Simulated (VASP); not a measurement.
Runs of VASP 6.6.1 on Be2Au. The structure is cubic, space group Fm-3m (No. 225). The conventional cell has a = 5.478 Å, b = 5.478 Å, c = 5.478 Å, α = 90.00°, β = 90.00°, γ = 90.00°. Be (site symmetry -43m) is surrounded by 4 Au at 2.37 Å. Around Au (site symmetry m-3m) lie 8 Be at 2.37 Å. The cell was built by a generator and needn't be a form met in nature.

| task | level | spin | U | cell | k mesh | cutoff (eV) | smearing | LDAUTYPE | hund's J | other keys | gap on the mesh (eV) | pressure (GPa) |
| --- | --- | --- | --- | --- | --- | --- | --- | --- | --- | --- | --- | --- |
| relaxation of cell and atoms | PBE | off | - | relaxed | 8 × 8 × 8 | 600 | methfessel-paxton 0.1 eV | - | - | - | none | -0.2 |
| single point | PBE+TS | non-collinear, ferromagnetic start, SOC | - | as given | 6 × 6 × 6 | 520 | fermi-dirac 0.02 eV | - | - | - | - | (a) |
| atomic charges | RPBE+D3+U | SOC, no magnetisation | Au d U = 3 eV, J = 1.0 eV | volume scaled by 0.8 | 6 × 6 × 6 | 520 | methfessel-paxton 2 0.2 eV | 2 | 1 | ISMEAR = 2; SIGMA = 0.2 | - | 28.2 |
| single point | PBE | off | - | as given | 8 × 8 × 8 | 520 | fermi-dirac 0.05 eV | - | - | - | none | -0.2 |

Alike in all rows: potentials or basis VASP PAW PBE potentials, release 64 (Be, Au).

Estimate the missing entries.

(a) -5.3.

Caveats: the relaxation stopped at its first step, so nothing moved (some runs); the PAW data sets were made with another functional, which shifts forces and pressure a little (some runs); the U is typed as a test and isn't derived for this compound (some runs).

A k mesh can miss the band edges, and rows without SOC leave out spin-orbit coupling on Au.

A gap of «none» marks a metal or a gap under the smearing width.
